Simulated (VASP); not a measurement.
```
PbTe
1.0
    0.00000     3.18530     3.18530
    3.18530     0.00000     3.18530
    3.18530     3.18530     0.00000
Te Pb
1 1
Direct
  0.50000   0.50000   0.50000
  0.00000   0.00000   0.00000
```

The numbers are results of revTPSS meta-GGA, VASP's PBE PAW potentials (set 64) (plane waves; VASP), not measurements. Run with 520 eV cut-off, 7×7×7 Γ-centred mesh, Gaussian smearing of 0.050 eV, potentials Te Pb_d.

Q: Predict the energy per atom (σ→0), pressure.

A: 
The energy per atom (σ→0) is 27.842 eV/atom and the pressure is 2.92 GPa.

The absolute energy has meaning only against runs of the same code, potentials and settings.

The compound is PbTe in the rock salt structure. This cell is one point of a volume scan, at 0.94 of the reference volume.
